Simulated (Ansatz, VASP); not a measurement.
## Ga24Si31N24O62 (amorphous SiO2 against GaN(10-10), 14.0 A): VASP beside Ansatz

Wanted: the spread between two codes on one cell, functional and k mesh. Of the first pair: The structure shown is the start of the Ansatz relaxation below; VASP solves that cell, so the two are compared at the walk's first step.

Main program and level: Ansatz 0.2.0; plane waves, with VASP 6.6.1 beside it; single point at PBE.

### 1. The structure

The cell holds 141 atoms: 24 Ga, 24 N, 31 Si and 62 O. Cell: a = 10.460 Å, b = 9.630 Å, c = 19.499 Å, α = 90.0°, β = 90.0°, γ = 90.0°. It derives from GaN (4 planes of wurtzite GaN(10-10)). A slab of 4 planes of wurtzite GaN(10-10) (starting lattice constant a = 3.21 A, c = 5.23 A), 10.46 x 9.63 A in plane. 93 atoms (31 Si, 62 O) packed at random between the slab and its periodic image at 2.2 g/cm^3 (a layer of 14.0 A) and pushed apart as soft spheres. Langevin MD at fixed cell with the MACE-MP-0b2 small potential (Batatia et al., arXiv:2401.00096), steps of 1.5 fs: 0.63 ps at 3200 K with the crystal held, 3200 to 1000 K in 1.8 ps with the crystal held, 1000 to 300 K in 0.9 ps with its inner planes held; soft walls kept the melt out of the crystal while it was held. Then all atoms and the cell's height relaxed. The structure's axis is c.

### 2. Ansatz: relaxation, PBE

Ansatz runs on its default PAW (the set named soft_2) files.

The two programs are compared at the cell with which this relaxation starts, whose forces are those of its first step.

input.yaml reads:

```yaml
crystal:
  lattice:
    - [10.46, 0.0, 0.0]
    - [0.0, 9.63, 0.0]
    - [0.0, 0.0, 19.49856]
  atoms:
    - { symbol: Ga, position: [0.00619, 0.99337, 0.20847] }
    - { symbol: "N", position: [0.07724, 0.99528, 0.03218] }
    - { symbol: Ga, position: [0.25463, 0.98427, 0.03112] }
    - { symbol: "N", position: [0.33107, 0.99446, 0.20393] }
    - { symbol: Ga, position: [0.01175, 0.15846, 0.07582] }
    - { symbol: "N", position: [0.07777, 0.16433, 0.17712] }
    - { symbol: Ga, position: [0.26116, 0.1562, 0.16523] }
    - { symbol: "N", position: [0.32228, 0.1582, 0.06851] }
    - { symbol: Ga, position: [0.00527, 0.32258, 0.22497] }
    - { symbol: "N", position: [0.0609, 0.32861, 0.03733] }
    - { symbol: Ga, position: [0.23553, 0.31448, 0.02462] }
    - { symbol: "N", position: [0.33705, 0.31892, 0.21948] }
    - { symbol: Ga, position: [0.00835, 0.49397, 0.07947] }
    - { symbol: "N", position: [0.07736, 0.4909, 0.18169] }
    - { symbol: Ga, position: [0.26281, 0.49569, 0.17642] }
    - { symbol: "N", position: [0.31593, 0.48193, 0.0727] }
    - { symbol: Ga, position: [0.02158, 0.66801, 0.21575] }
    - { symbol: "N", position: [0.0714, 0.65504, 0.03664] }
    - { symbol: Ga, position: [0.24776, 0.65175, 0.02555] }
    - { symbol: "N", position: [0.31463, 0.66764, 0.23309] }
    - { symbol: Ga, position: [0.00813, 0.82632, 0.06781] }
    - { symbol: "N", position: [0.07121, 0.82996, 0.16513] }
    - { symbol: Ga, position: [0.2571, 0.82886, 0.1697] }
    - { symbol: "N", position: [0.32218, 0.81335, 0.07625] }
    - { symbol: Ga, position: [0.50709, 0.99574, 0.20138] }
    - { symbol: "N", position: [0.56882, 0.9786, 0.02953] }
    - { symbol: Ga, position: [0.76412, 0.00249, 0.03193] }
    - { symbol: "N", position: [0.82795, 0.99144, 0.21712] }
    - { symbol: Ga, position: [0.50965, 0.16044, 0.06621] }
    - { symbol: "N", position: [0.57757, 0.15843, 0.16297] }
    - { symbol: Ga, position: [0.76675, 0.161, 0.179] }
    - { symbol: "N", position: [0.82702, 0.15781, 0.08552] }
    - { symbol: Ga, position: [0.52085, 0.33341, 0.19223] }
    - { symbol: "N", position: [0.58292, 0.32312, 0.03248] }
    - { symbol: Ga, position: [0.76489, 0.32423, 0.04078] }
    - { symbol: "N", position: [0.82488, 0.32595, 0.22325] }
    - { symbol: Ga, position: [0.49422, 0.48662, 0.04419] }
    - { symbol: "N", position: [0.58173, 0.50825, 0.19709] }
    - { symbol: Ga, position: [0.76369, 0.49454, 0.18447] }
    - { symbol: "N", position: [0.82148, 0.49464, 0.08677] }
    - { symbol: Ga, position: [0.50554, 0.6711, 0.23035] }
    - { symbol: "N", position: [0.57815, 0.65, 0.04263] }
    - { symbol: Ga, position: [0.75744, 0.65126, 0.03069] }
    - { symbol: "N", position: [0.83728, 0.66498, 0.23512] }
    - { symbol: Ga, position: [0.50873, 0.80823, 0.08055] }
    - { symbol: "N", position: [0.57668, 0.82359, 0.17505] }
    - { symbol: Ga, position: [0.7656, 0.82923, 0.17571] }
    - { symbol: "N", position: [0.81866, 0.82813, 0.07327] }
    - { symbol: Si, position: [0.95049, 0.38961, 0.37703] }
    - { symbol: Si, position: [0.36285, 0.27077, 0.302] }
    - { symbol: Si, position: [0.15337, 0.16319, 0.86585] }
    - { symbol: Si, position: [0.70363, 0.38756, 0.7909] }
    - { symbol: Si, position: [0.21764, 0.09673, 0.52447] }
    - { symbol: Si, position: [0.83771, 0.91033, 0.78099] }
    - { symbol: Si, position: [0.45262, 0.47091, 0.70793] }
    - { symbol: Si, position: [0.70021, 0.13474, 0.884] }
    - { symbol: Si, position: [0.2412, 0.71782, 0.31283] }
    - { symbol: Si, position: [0.38253, 0.77916, 0.89822] }
    - { symbol: Si, position: [0.35964, 0.51062, 0.41541] }
    - { symbol: Si, position: [0.19132, 0.40583, 0.53365] }
    - { symbol: Si, position: [0.95595, 0.21064, 0.76003] }
    - { symbol: Si, position: [0.22467, 0.88182, 0.7874] }
    - { symbol: Si, position: [0.19208, 0.83519, 0.62402] }
    - { symbol: Si, position: [0.00567, 0.61823, 0.5512] }
    - { symbol: Si, position: [0.16854, 0.41622, 0.6987] }
    - { symbol: Si, position: [0.83323, 0.6601, 0.32411] }
    - { symbol: Si, position: [0.44319, 0.68413, 0.6452] }
    - { symbol: Si, position: [0.69734, 0.82363, 0.65453] }
    - { symbol: Si, position: [0.76008, 0.90872, 0.40697] }
    - { symbol: Si, position: [0.77885, 0.58261, 0.56877] }
    - { symbol: Si, position: [0.57245, 0.13256, 0.37212] }
    - { symbol: Si, position: [0.51416, 0.95673, 0.94755] }
    - { symbol: Si, position: [0.83335, 0.35095, 0.52867] }
    - { symbol: Si, position: [0.76033, 0.03893, 0.5434] }
    - { symbol: Si, position: [0.29407, 0.01351, 0.38174] }
    - { symbol: Si, position: [0.58437, 0.68472, 0.38509] }
    - { symbol: Si, position: [0.02924, 0.67065, 0.77886] }
    - { symbol: Si, position: [0.82188, 0.63508, 0.86563] }
    - { symbol: Si, position: [0.4974, 0.12586, 0.48991] }
    - { symbol: O, position: [0.20581, 0.02078, 0.44969] }
    - { symbol: O, position: [0.82083, 0.80388, 0.85178] }
    - { symbol: O, position: [0.8273, 0.98652, 0.47199] }
    - { symbol: O, position: [0.70419, 0.453, 0.53034] }
    - { symbol: O, position: [0.57465, 0.23832, 0.43954] }
    - { symbol: O, position: [0.1097, 0.56259, 0.72787] }
    - { symbol: O, position: [0.47375, 0.51714, 0.62446] }
    - { symbol: O, position: [0.36925, 0.14714, 0.5327] }
    - { symbol: O, position: [0.64264, 0.81005, 0.43393] }
    - { symbol: O, position: [0.7787, 0.92844, 0.60395] }
    - { symbol: O, position: [0.57566, 0.39058, 0.74016] }
    - { symbol: O, position: [0.89386, 0.34409, 0.45073] }
    - { symbol: O, position: [0.03042, 0.29236, 0.32918] }
    - { symbol: O, position: [0.07036, 0.73494, 0.59885] }
    - { symbol: O, position: [0.28943, 0.8709, 0.34222] }
    - { symbol: O, position: [0.55107, 0.08328, 0.89818] }
    - { symbol: O, position: [0.67714, 0.2947, 0.85921] }
    - { symbol: O, position: [0.51809, 0.74966, 0.31775] }
    - { symbol: O, position: [0.49198, 0.59046, 0.4334] }
    - { symbol: O, position: [0.96095, 0.57524, 0.83706] }
    - { symbol: O, position: [0.53739, 0.80112, 0.91346] }
    - { symbol: O, position: [0.69589, 0.03794, 0.3609] }
    - { symbol: O, position: [0.3614, 0.83083, 0.81924] }
    - { symbol: O, position: [0.77627, 0.12924, 0.95739] }
    - { symbol: O, position: [0.18947, 0.43643, 0.61497] }
    - { symbol: O, position: [0.25732, 0.61557, 0.38029] }
    - { symbol: O, position: [0.81581, 0.19736, 0.55944] }
    - { symbol: O, position: [0.7041, 0.58944, 0.35725] }
    - { symbol: O, position: [0.42962, 0.63881, 0.72783] }
    - { symbol: O, position: [0.20972, 0.87919, 0.70421] }
    - { symbol: O, position: [0.3825, 0.39515, 0.35571] }
    - { symbol: O, position: [0.09494, 0.52659, 0.5007] }
    - { symbol: O, position: [0.93648, 0.04485, 0.74429] }
    - { symbol: O, position: [0.31647, 0.64873, 0.93454] }
    - { symbol: O, position: [0.83001, 0.31403, 0.75328] }
    - { symbol: O, position: [0.80291, 0.59725, 0.94538] }
    - { symbol: O, position: [0.54706, 0.80726, 0.63187] }
    - { symbol: O, position: [0.76794, 0.04306, 0.82687] }
    - { symbol: O, position: [0.23149, 0.21733, 0.92876] }
    - { symbol: O, position: [0.74543, 0.66051, 0.63816] }
    - { symbol: O, position: [0.71089, 0.8776, 0.731] }
    - { symbol: O, position: [0.94032, 0.5483, 0.35568] }
    - { symbol: O, position: [0.31722, 0.38814, 0.72501] }
    - { symbol: O, position: [0.31643, 0.42995, 0.48555] }
    - { symbol: O, position: [0.9364, 0.78167, 0.73989] }
    - { symbol: O, position: [0.12732, 0.77273, 0.82184] }
    - { symbol: O, position: [0.35212, 0.93176, 0.94661] }
    - { symbol: O, position: [0.72098, 0.54792, 0.81537] }
    - { symbol: O, position: [0.2712, 0.15049, 0.3348] }
    - { symbol: O, position: [0.18019, 0.98241, 0.58163] }
    - { symbol: O, position: [0.07316, 0.28431, 0.71353] }
    - { symbol: O, position: [0.91206, 0.47027, 0.58457] }
    - { symbol: O, position: [0.85345, 0.81587, 0.35878] }
    - { symbol: O, position: [0.31595, 0.74058, 0.60487] }
    - { symbol: O, position: [0.60419, 0.04857, 0.5336] }
    - { symbol: O, position: [0.51139, 0.19567, 0.30332] }
    - { symbol: O, position: [0.4513, 0.03468, 0.41408] }
    - { symbol: O, position: [0.09165, 0.73581, 0.29653] }
    - { symbol: O, position: [0.87126, 0.67706, 0.51692] }
    - { symbol: O, position: [0.01954, 0.22414, 0.84026] }
    - { symbol: O, position: [0.13916, 0.24435, 0.52429] }
    - { symbol: O, position: [0.20374, 0.04207, 0.8161] }
kpoints:
  mp_grid: { grid: [1, 1, 1] }
hamiltonian:
  xc: pbe
scf:
  occupations: { method: fermi_dirac, width: 0.025 }
output:
  forces: true
relax:
  f_tol: 0.08
  max_steps: 90
```

The run is started by

```
ansatz run input.yaml --threads 4 --pin off --max-ram 15872MiB --backend cpu --events-out ev --progress --plain --runs-dir out
```

Numbers of over 12 decimals in the logs are rounded to 6 here.

The log of the run:

```text
Engine: ansatz 0.2.0, aarch64-unknown-linux-gnu
Pseudopotentials: kind: paw
Pseudopotential: Ga, paw, valence charge 13, recommended cutoff 420 eV (normal), Ga.paw.azcp
Pseudopotential: N, paw, valence charge 5, recommended cutoff 420 eV (normal), N.paw.azcp
Pseudopotential: Si, paw, valence charge 4, recommended cutoff 420 eV (normal), Si.paw.azcp
Pseudopotential: O, paw, valence charge 6, recommended cutoff 420 eV (normal), O.paw.azcp
Functional definition: PBE
  parameter kappa = 0.804
  parameter beta = 0.066725
  exchange = pbe_x(kappa = kappa, mu = beta*pi^2/3)
  correlation = pbe_c(beta = beta)
Crystal: 141 atoms, lattice volume = 1964.086 Å³
Basis set: ecut = 420 eV, 38407 PW (Γ), exchange–correlation on 144×144×270 points (8 copies of the dense FFT grid, shifted against one another)
Bands: 605, of which v1, the nominal top of the filled ones, is band 464 counted from 1 (463 counted from 0)
Symmetry: 1 space group operations
Space group: P1 (ITA 1), of the structure as read, at distance tolerance 1.3e-4 Å
k-points: 1
Non-local potential: Ga, projectors of the file, l = 0: 2, l = 1: 2, l = 2: 3, l = 3: 1
Non-local potential: N, projectors of the file, l = 0: 2, l = 1: 2, l = 2: 1
Non-local potential: Si, projectors of the file, l = 0: 2, l = 1: 2, l = 2: 2
Non-local potential: O, projectors of the file, l = 0: 2, l = 1: 2, l = 2: 1
PAW form: soft (Blöchl's): semilocal exchange-correlation on the pseudo side does not see the compensation charge
PAW one-centre angular grid: Ga, 590 points (default); XC on 64 Gauss nodes
PAW one-centre angular grid: N, 110 points (default); XC on 64 Gauss nodes
PAW one-centre angular grid: Si, 110 points (default); XC on 64 Gauss nodes
PAW one-centre angular grid: O, 110 points (default); XC on 64 Gauss nodes
Initial density: superposition of atomic densities (neutral atoms: chi_scale 0, normalization atom), corrected by the library's trained network
Initial wavefunctions: pseudopotential atomic-orbital guess
Functional: x = pbe(κ = 0.804, μ = 0.219515), c = pbe(β = 0.066725)
SCF iter   1: F=—  HF=-154988.061838 eV  |F-HF|=—  |Δ(HF+E_count)|=         —  Δρ=5.32e-3  dr2=3.95e0  ethr=1.77e-3  ⟨swp⟩=6.0  Hψ=2654  notcnv=0  defer=47
preconditioner: auto → Resta (q_TF=auto, 2.408 Å⁻¹)  ε∞=3.5  [insulator: Δε(μ)=1.316 eV  Ē_g=15.994 eV  σ=0.025 eV  W_gap=1.00  n_scr=460 (ndim 8)  ℏωp=25.5 eV  f_vac=0.185  D(μ)=0.00/eV (n_scr^D=0)  ε∞_Penn≈3.5]
SCF iter   2: F=—  HF=-154987.214020 eV  |F-HF|=—  |Δ(HF+E_count)|=   8.48e-1  Δρ=3.22e-3  dr2=1.02e0  ethr=4.26e-4  ⟨swp⟩=2.0  Hψ=714  notcnv=0  defer=131
SCF iter   3: F=—  HF=-154986.915319 eV  |F-HF|=—  |Δ(HF+E_count)|=   2.99e-1  Δρ=2.26e-3  dr2=1.88e-1  ethr=1.10e-4  ⟨swp⟩=3.0  Hψ=1075  notcnv=0  defer=134
SCF iter   4: F=—  HF=-154987.056063 eV  |F-HF|=—  |Δ(HF+E_count)|=   1.41e-1  Δρ=1.42e-2  dr2=1.44e1  ethr=2.02e-5  ⟨swp⟩=3.0  Hψ=888  notcnv=0  defer=134  recentre
SCF iter   5: F=—  HF=-154986.884147 eV  |F-HF|=—  |Δ(HF+E_count)|=   1.72e-1  Δρ=1.73e-3  dr2=1.42e-1  ethr=2.02e-5  ⟨swp⟩=2.0  Hψ=700  notcnv=0  defer=134
SCF iter   6: F=—  HF=-154986.958536 eV  |F-HF|=—  |Δ(HF+E_count)|=   7.44e-2  Δρ=2.89e-3  dr2=4.60e-1  ethr=1.53e-5  ⟨swp⟩=3.0  Hψ=868  notcnv=0  defer=134  recentre
SCF iter   7: F=—  HF=-154986.888830 eV  |F-HF|=—  |Δ(HF+E_count)|=   6.97e-2  Δρ=1.17e-3  dr2=1.37e-1  ethr=1.53e-5  ⟨swp⟩=2.0  Hψ=1076  notcnv=0  defer=134
SCF iter   8: F=—  HF=-154986.881292 eV  |F-HF|=—  |Δ(HF+E_count)|=   7.54e-3  Δρ=9.64e-4  dr2=8.44e-2  ethr=1.48e-5  ⟨swp⟩=2.0  Hψ=472  notcnv=0  defer=134
SCF iter   9: F=—  HF=-154986.878392 eV  |F-HF|=—  |Δ(HF+E_count)|=   2.90e-3  Δρ=6.94e-4  dr2=4.22e-2  ethr=9.09e-6  ⟨swp⟩=2.0  Hψ=472  notcnv=0  defer=134
SCF iter  10: F=—  HF=-154986.876945 eV  |F-HF|=—  |Δ(HF+E_count)|=   1.45e-3  Δρ=7.15e-4  dr2=2.33e-2  ethr=4.54e-6  ⟨swp⟩=2.0  Hψ=606  notcnv=0  defer=134
SCF iter  11: F=—  HF=-154986.876535 eV  |F-HF|=—  |Δ(HF+E_count)|=   4.10e-4  Δρ=3.78e-4  dr2=1.13e-2  ethr=2.51e-6  ⟨swp⟩=2.0  Hψ=473  notcnv=0  defer=134
SCF iter  12: F=—  HF=-154986.876484 eV  |F-HF|=—  |Δ(HF+E_count)|=   5.11e-5  Δρ=5.11e-4  dr2=1.09e-2  ethr=1.22e-6  ⟨swp⟩=2.0  Hψ=842  notcnv=0  defer=134
SCF iter  13: F=—  HF=-154986.876135 eV  |F-HF|=—  |Δ(HF+E_count)|=   3.49e-4  Δρ=2.55e-4  dr2=2.77e-3  ethr=1.18e-6  ⟨swp⟩=2.0  Hψ=473  notcnv=0  defer=134
SCF iter  14: F=—  HF=-154986.876030 eV  |F-HF|=—  |Δ(HF+E_count)|=   1.04e-4  Δρ=1.12e-4  dr2=6.13e-4  ethr=2.98e-7  ⟨swp⟩=2.0  Hψ=476  notcnv=0  defer=134
SCF iter  15: F=-154986.875963 eV  HF=-154986.876007 eV  |F-HF|=4.40e-5  |Δ(HF+E_count)|=   2.39e-5  Δρ=2.98e-5  dr2=4.70e-5  ethr=1.08e-8  ⟨swp⟩=2.0  Hψ=1469  notcnv=0
SCF 1 converged in 15 iterations: F = -154986.875963 eV  dr2 = 4.70e-5
  greatest PAW one-centre occupation: 0.996 electrons in one spin orbital (limit 2), on the Ga atom at site 2 (counted from 0), in its partial waves of l = 2
[...]
- { symbol: Ga, position: [0.755743, 0.333566, 0.054359] }
    - { symbol: N, position: [0.833442, 0.335286, 0.248974] }
    - { symbol: Ga, position: [0.499226, 0.493069, 0.051767] }
    - { symbol: N, position: [0.585245, 0.505260, 0.208910] }
    - { symbol: Ga, position: [0.765449, 0.499579, 0.191921] }
    - { symbol: N, position: [0.823989, 0.499009, 0.094492] }
    - { symbol: Ga, position: [0.504149, 0.675437, 0.230837] }
    - { symbol: N, position: [0.580649, 0.656797, 0.043995] }
    - { symbol: Ga, position: [0.758310, 0.657658, 0.034910] }
    - { symbol: N, position: [0.835519, 0.671938, 0.232076] }
    - { symbol: Ga, position: [0.510197, 0.813503, 0.081478] }
    - { symbol: N, position: [0.578537, 0.828568, 0.178155] }
    - { symbol: Ga, position: [0.766475, 0.835637, 0.176103] }
    - { symbol: N, position: [0.822291, 0.833010, 0.075936] }
    - { symbol: Si, position: [0.905572, 0.364817, 0.335431] }
    - { symbol: Si, position: [0.351249, 0.262202, 0.304398] }
    - { symbol: Si, position: [0.150280, 0.170022, 0.872164] }
    - { symbol: Si, position: [0.709976, 0.389748, 0.795667] }
    - { symbol: Si, position: [0.212029, 0.088807, 0.527584] }
    - { symbol: Si, position: [0.839312, 0.913807, 0.777661] }
    - { symbol: Si, position: [0.458232, 0.474442, 0.713354] }
    - { symbol: Si, position: [0.708796, 0.129521, 0.883565] }
    - { symbol: Si, position: [0.238767, 0.705872, 0.312659] }
    - { symbol: Si, position: [0.384640, 0.791549, 0.902139] }
    - { symbol: Si, position: [0.361613, 0.501025, 0.416590] }
    - { symbol: Si, position: [0.196007, 0.400197, 0.534308] }
    - { symbol: Si, position: [0.957784, 0.215318, 0.762723] }
    - { symbol: Si, position: [0.220221, 0.886045, 0.792699] }
    - { symbol: Si, position: [0.191321, 0.832272, 0.629239] }
    - { symbol: Si, position: [0.016441, 0.616034, 0.544962] }
    - { symbol: Si, position: [0.170793, 0.419637, 0.700208] }
    - { symbol: Si, position: [0.831851, 0.657759, 0.320820] }
    - { symbol: Si, position: [0.449875, 0.686325, 0.648374] }
    - { symbol: Si, position: [0.706115, 0.822364, 0.647474] }
    - { symbol: Si, position: [0.756656, 0.900858, 0.404646] }
    - { symbol: Si, position: [0.788216, 0.582064, 0.555877] }
    - { symbol: Si, position: [0.561395, 0.118643, 0.373228] }
    - { symbol: Si, position: [0.518586, 0.969593, 0.949711] }
    - { symbol: Si, position: [0.819088, 0.347557, 0.499256] }
    - { symbol: Si, position: [0.758749, 0.041400, 0.537882] }
    - { symbol: Si, position: [0.282211, 0.00346402, 0.383903] }
    - { symbol: Si, position: [0.580022, 0.681250, 0.384467] }
    - { symbol: Si, position: [0.028295, 0.673381, 0.778466] }
    - { symbol: Si, position: [0.822760, 0.641866, 0.866552] }
    - { symbol: Si, position: [0.490237, 0.110806, 0.492853] }
    - { symbol: O, position: [0.198863, 0.00907737, 0.453959] }
    - { symbol: O, position: [0.823825, 0.808364, 0.847560] }
    - { symbol: O, position: [0.824301, 0.984591, 0.467473] }
    - { symbol: O, position: [0.705620, 0.466625, 0.512497] }
    - { symbol: O, position: [0.566673, 0.221433, 0.441665] }
    - { symbol: O, position: [0.111867, 0.567243, 0.726902] }
    - { symbol: O, position: [0.478857, 0.518656, 0.629171] }
    - { symbol: O, position: [0.365130, 0.132449, 0.537880] }
    - { symbol: O, position: [0.643293, 0.801226, 0.435749] }
    - { symbol: O, position: [0.786739, 0.934528, 0.599451] }
    - { symbol: O, position: [0.577528, 0.388755, 0.746045] }
    - { symbol: O, position: [0.855525, 0.323223, 0.419738] }
    - { symbol: O, position: [0.041918, 0.292368, 0.321251] }
    - { symbol: O, position: [0.076969, 0.726054, 0.598444] }
    - { symbol: O, position: [0.275405, 0.862530, 0.344364] }
    - { symbol: O, position: [0.556221, 0.094845, 0.899684] }
    - { symbol: O, position: [0.698176, 0.295763, 0.864346] }
    - { symbol: O, position: [0.508068, 0.751754, 0.321083] }
    - { symbol: O, position: [0.493404, 0.582718, 0.434018] }
    - { symbol: O, position: [0.958139, 0.576303, 0.834806] }
    - { symbol: O, position: [0.539932, 0.815143, 0.914152] }
    - { symbol: O, position: [0.684225, 0.025529, 0.359193] }
    - { symbol: O, position: [0.358313, 0.837688, 0.822414] }
    - { symbol: O, position: [0.792333, 0.096601, 0.951794] }
[...]
- { symbol: O, position: [0.600619, 0.038716, 0.536204] }
    - { symbol: O, position: [0.498501, 0.180728, 0.305328] }
    - { symbol: O, position: [0.441577, 0.021729, 0.417213] }
    - { symbol: O, position: [0.088525, 0.714662, 0.299436] }
    - { symbol: O, position: [0.886081, 0.685474, 0.511274] }
    - { symbol: O, position: [0.018022, 0.231318, 0.843207] }
    - { symbol: O, position: [0.139805, 0.239585, 0.526106] }
    - { symbol: O, position: [0.195622, 0.043552, 0.823919] }
```

In the SCF lines HF is the Harris–Foulkes energy and dr2 the Hartree energy of the density residual, in eV; the loop may stop once dr2 is under the threshold and the program's other checks hold. Hψ counts applications of the Hamiltonian.

[end of part 1 of 2]

[Lines on the potential files, build, host, timing and source positions are cut from VASP's logs without a mark.]

[Logs are printed without paths, hosts, clocks, repeated set-up lines and the standing remarks that a program may print on its own settings, such as how far it seeks lower states.]

[Hosts, paths, dates, database ids (printed as entryN), source tags and the programs' standing remarks are cut or masked in the printed files.]
